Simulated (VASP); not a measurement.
CoPb: single point with PBEsol

CoPb:

```
Co Pb
1.0
     0.00000    2.82830    2.82830
     2.82830    0.00000    2.82830
     2.82830    2.82830    0.00000
Co Pb
1 1
Direct
  0.00000 0.00000 0.00000
  0.50000 0.50000 0.50000
```

The cell was built by a generator and needn't be a form met in nature.

* Program: VASP 6.6.1
* Task: single point
* Functional: PBEsol
* Potentials or basis: VASP PAW PBE potentials, release 64 (Co, Pb_d)
* Cutoff: 520 eV
* k mesh: 8 × 8 × 8
* Occupations: gaussian, width 0.0179 eV
* Spin: no spin polarisation

```
Pressure               : -14.1 GPa
Band gap on the k mesh : none (metal or under the smearing width)
```

Levels at points of the mesh, in eV from the Fermi level:
```
           k point  band 9  band 10  band 11  band 12  band 13  band 14
(0.00, 0.00, 0.00)   -0.58    -0.51    -0.51     3.77     3.77     3.77
(0.50, 0.00, 0.00)   -1.39    -0.36    -0.36    -0.17     4.93     4.93
(0.50, 0.50, 0.00)   -0.39    -0.23    -0.23     0.17     0.43     0.43
```

It took 12 s on 1 thread of Intel(R) Xeon(R) Platinum 8559C (Emerald Rapids), on a shared host, peak memory 0.18 GiB.

Caveat: the PAW data sets were made with another functional, which shifts forces and pressure a little. The run has no spin-orbit coupling, so splittings on Pb are missing.
